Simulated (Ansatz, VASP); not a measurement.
# Cross-check of Ru (Ruthenium) between VASP and Ansatz, part 2 of 2

Aim: how closely do two programs agree when they are given the same cell, functional and k mesh? The cell is taken from a series of runs on this material, whose earlier steps may have relaxed, scaled, displaced or heated it; both programs get it as it stands.

VASP 6.6.1 and Ansatz 0.2.0.

So far: The starting structure; VASP: zone-centre phonons, LDA.

## 3. Ansatz: zone-centre phonons, LDA

Level of this step: Ansatz beside VASP: Kohn-Sham DFT, plane waves, LDA (Ansatz).

Ansatz runs on its PAW soft_1 files.

The same cell, functional (in two slightly different forms), mesh and smearing now go to Ansatz, which takes its cutoff from its data sets.

Contents of input.yaml:

```yaml
crystal:
  lattice:
    - [2.6630294102, 0.0, 0.0]
    - [-1.3315147051, 2.3062511202, 0.0]
    - [0.0, 0.0, 4.3084287585]
  atoms:
    - { symbol: Ru, position: [0.333333335, 0.666666665, 0.25] }
    - { symbol: Ru, position: [0.666666665, 0.333333335, 0.75] }
kpoints:
  mp_grid: { grid: [18, 18, 12] }
hamiltonian:
  xc: lda
  pseudopotentials: { kind: paw, azcp: { folder: soft_1 }, xc_functional: pbe }
scf:
  occupations: { method: methfessel_paxton, width: 0.2 }
output:
  eigenvalues: true
phonons:
  method: dfpt
```

Started as:

```bash
> ansatz run input.yaml --threads 4 --pin off --max-ram 10240MiB --backend cpu --events-out ev --progress --plain --runs-dir out
```

Numbers of over 12 decimals in the logs are rounded to 6 here.

What it wrote:

```text
zone centre: on kpoints.mp_grid the ground state, and the responses unless they are solved on pairs of k-points, stand on 637 of the mesh's 3888 k-points, reduced under 4 symmetry operations, with k and −k counted as one. Each operation leaves every solved displacement unchanged or reverses it
Engine: ansatz 0.2.0, aarch64-unknown-linux-gnu
Pseudopotentials: kind: paw
Pseudopotential: Ru, paw, valence charge 16, recommended cutoff 420 eV (normal), soft_1/Ru.paw.azcp
Functional definition: SPW92
  exchange = slater_x
  correlation = pw_c
Crystal: 2 atoms, lattice volume = 26.461 Å³
Basis set: ecut = 420 eV, 537 PW (Γ), exchange–correlation on 36×36×60 points (8 copies of the dense FFT grid, shifted against one another)
Bands: 20, of which v1, the nominal top of the filled ones, is band 16 counted from 1 (15 counted from 0)
Symmetry: 24 space group operations
k-points: 637 of 3888 (irreducible under 4 space group operations, time reversal used)
Non-local potential: Ru, projectors of the file, l = 0: 3, l = 1: 2, l = 2: 2, l = 3: 1
PAW form: soft (Blöchl's): semilocal exchange-correlation on the pseudo side does not see the compensation charge
PAW frozen core: Ru, regenerated for the run's functional, and the local potential with it (the file was generated under x = pbe(κ = 0.804, μ = 0.219515), c = pbe(β = 0.066725))
PAW one-centre angular grid: Ru, 590 points (default); XC on 64 Gauss nodes
Initial density: superposition of atomic densities (chi_scale 0.1, normalization cell)
Initial wavefunctions: pseudopotential atomic-orbital guess
Functional: x = slater, c = lda
SCF iter   1: F=—  HF=-11518.146761 eV  |F-HF|=—  |Δ(HF+E_count)|=         —  Δρ=1.31e-1  dr2=4.30e0  ethr=3.10e-3  ⟨swp⟩=5.0  Hψ=111562  notcnv=0  defer=62
automatic band count: the SCF goes on with 24 bands, as 20 were too few: they end inside the smearing window of the response
preconditioner: auto → none  [metal: Δε(μ)=0.010 eV  Ē_g=11.796 eV  σ=0.200 eV  W_gap=0.04  n_scr=8 (ndim 8)  ℏωp=28.9 eV  f_vac=0.000  D(μ)=1.44/eV (n_scr^D=22)  sad-step TF]
SCF iter   2: F=—  HF=-11517.109402 eV  |F-HF|=—  |Δ(HF+E_count)|=    1.04e0  S|Δr|=    0.00e0  Δρ=7.37e-2  dr2=1.34e0  ethr=3.10e-3  ⟨swp⟩=2.8  Hψ=29443  notcnv=0  defer=1766
SCF iter   3: F=—  HF=-11516.643490 eV  |F-HF|=—  |Δ(HF+E_count)|=   4.66e-1  S|Δr|=    0.00e0  Δρ=3.70e-3  dr2=1.95e-3  ethr=3.10e-3  ⟨swp⟩=2.0  Hψ=21796  notcnv=0  defer=1766
SCF iter   4: F=—  HF=-11516.644576 eV  |F-HF|=—  |Δ(HF+E_count)|=   1.09e-3  S|Δr|=    0.00e0  Δρ=4.79e-4  dr2=3.58e-5  ethr=6.11e-6  ⟨swp⟩=2.6  Hψ=30452  notcnv=0  defer=1647
SCF iter   5: F=—  HF=-11516.644580 eV  |F-HF|=—  |Δ(HF+E_count)|=   4.51e-6  S|Δr|=    0.00e0  Δρ=1.17e-4  dr2=1.85e-6  ethr=1.12e-7  ⟨swp⟩=2.8  Hψ=24301  notcnv=0  defer=1647
SCF iter   6: F=—  HF=-11516.644580 eV  |F-HF|=—  |Δ(HF+E_count)|=   7.19e-7  S|Δr|=    0.00e0  Δρ=1.90e-5  dr2=4.12e-8  ethr=5.78e-9  ⟨swp⟩=2.7  Hψ=24735  notcnv=0  defer=1647
SCF iter   7: F=—  HF=-11516.644580 eV  |F-HF|=—  |Δ(HF+E_count)|=   1.60e-8  S|Δr|=    0.00e0  Δρ=1.54e-6  dr2=2.38e-10  ethr=1.29e-10  ⟨swp⟩=2.2  Hψ=23429  notcnv=0  defer=1647
SCF iter   8: F=-11516.644580 eV  HF=-11516.644580 eV  |F-HF|=0.00e0  |Δ(HF+E_count)|=  9.28e-11  S|Δr|=    0.00e0  Δρ=1.36e-7  dr2=3.16e-12  ethr=1.00e-12  ⟨swp⟩=10.5  Hψ=79308  notcnv=0
SCF 1 converged in 8 iterations: F = -11516.644580 eV  dr2 = 3.16e-12
  greatest PAW one-centre occupation: 1.000 electrons in one spin orbital (limit 2), on the Ru atom at site 1 (counted from 0), in its partial waves of l = 0
DFPT response loops at Γ: preconditioner auto → Kerker (q_TF=auto, 2.816 Å⁻¹) (partly filled bands, converged f_vac=0.000); β = 1.00, the filter's whole step (`scf.mixing.beta` (0.50) is not read by the response loops under this deck's `scf.mixing.preconditioner`; to damp them name `kerker` or `kerker_dos`, under which they read `scf.mixing.beta`, and type it under 1.00, their step now; both keys bind the ground state too); Broyden in place of MSR1
SCF converged after 8 iterations
Stability not checked: this state was not tested for a lower state beside it, because cold or Methfessel-Paxton smearing, or corrected tetrahedra, fill the levels in a way that the test cannot read (fill_not_monotonic; see scf.lower_state_search)
Free energy (F): -11516.644580 eV
Harris-Foulkes:  -11516.644580 eV  (|F-HF|=0.00e0)
Internal energy: -11516.644926 eV  (E = F + TS)
E sigma→0 (E₀):  -11516.644666 eV
Entropy (-TS):   0.000346 eV (0.173 meV/atom)
Fermi energy:    23.762107 eV
--- Per-component energies (eV) ---
  E_band       = -99.343862
  E_kinetic    = 922.720829
  E_local      = -2494.534482  (includes V_loc(G=0)·N_el)
  E_nonlocal   = 835.917041
  E_hartree    = 822.630388
  E_xc         = -339.403234
  E_vxc        = -430.763518  (∫ρ·V_xc dr)
  E_paw        = -6763.695590  (= ΣΔE_a)
  E_vpaw       = -577.945667  (= ΣTr[D̂ρ^β])
  E_aug_tail   = 0.001061  (compensation charges beyond the density's cutoff)
  E_ewald      = -4501.424307
  E_core_change = 1.143369  (= ΣΔE_core)
  E_smearing   = 0.000346  (= −TS)
  E_closure    = -0.000000  (closes the sum)
  Σ components = -11516.644580   (vs F -11516.644580, Δ=0.00e0)
--- Band table (eV; the first three rows and the last of 637) ---
  k-point 0: bands = [... 12 lower, 21.0660, 21.7274, 21.7274, 22.4870, 22.4870, 24.8084, 25.0093, 25.0093, ... 4 higher]
  k-point 1: bands = [... 12 lower, 21.0275, 21.6854, 21.6854, 22.5853, 22.5853, 24.5464, 25.0100, 25.0100, ... 4 higher]
  k-point 2: bands = [... 12 lower, 20.9457, 21.5705, 21.5705, 22.8423, 22.8423, 23.8723, 24.9994, 24.9994, ... 4 higher]
  k-point 636: bands = [... 12 lower, 21.0286, 21.0286, 22.3810, 22.3810, 25.5051, 25.5051, 29.0264, 29.0264, ... 4 higher]
--- Phonons (Γ-DFPT): 2 representative perturbations + reference, on 637 of 3888 k-points (Σ response iterations 6) ---
  k mesh reduced under 4 symmetry operations, with k and −k counted as one. Each operation leaves every solved displacement unchanged or reverses it
  ASR residual: 1.367e-4 → 0.000e0 eV/Å²; symmetrization residual: 7.203e-13 eV/Å²
  ASR residual per site (eV/Å²): 1.37e-4 1.37e-4
  Γ frequencies (cm⁻¹): 0.00 0.00 0.00 201.48 201.48 249.62
  non-analytic LO–TO correction: not included (Born effective charges unavailable; polar crystals: no LO–TO splitting at Γ)
```

## 4. Comparison

Known differences besides the potentials themselves: the two LDA forms differ slightly; the data sets hold 32 valence electrons in Ansatz (on its PAW soft_1 files) and 28 in VASP; the cutoff is 420 eV in Ansatz and 500 eV in VASP; VASP's log shows a relativistic correction to its local exchange, Ansatz's none. Total energies have different zeros and are not compared.

Both answers:

| quantity | Ansatz | VASP | difference |
| --- | --- | --- | --- |
| optical mode 1 to 2 (cm⁻¹) | 201.5 | 201.6 | -0.08 % |
| optical mode 3 (cm⁻¹) | 249.6 | 252.0 | -0.96 % |

Modes are paired by rising frequency, not by their patterns, so a pair may set unlike modes beside each other; they are those without the splitting of longitudinal modes.

## 5. Outcome

* r.m.s. difference of the optical zone-centre modes, each program's sorted by frequency (zone-centre phonons, LDA): 1.4 cm⁻¹
* difference in optical mode 3 (zone-centre phonons, LDA): -1.0 %

The r.m.s. difference of the optical zone-centre modes, each program's sorted by frequency is 1.4 cm⁻¹ (zone-centre phonons, LDA). The data sets hold unlike numbers of valence electrons (32 in Ansatz and 28 in VASP), so part of the differences comes from the potentials. Among the rows given in per cent, the largest difference of the zone-centre phonons, LDA pair is in optical mode 3, -1.0 %. How closely two codes agree says nothing of how well the functional describes the real material.

[Lines on the potential files, build, host, timing and source positions are cut from VASP's logs without a mark.]

[Logs are printed without paths, hosts, clocks, repeated set-up lines and the standing remarks that a program may print on its own settings, such as how far it seeks lower states.]

[Hosts, paths, dates, database ids (printed as entryN), source tags and the programs' standing remarks are cut or masked in the printed files.]
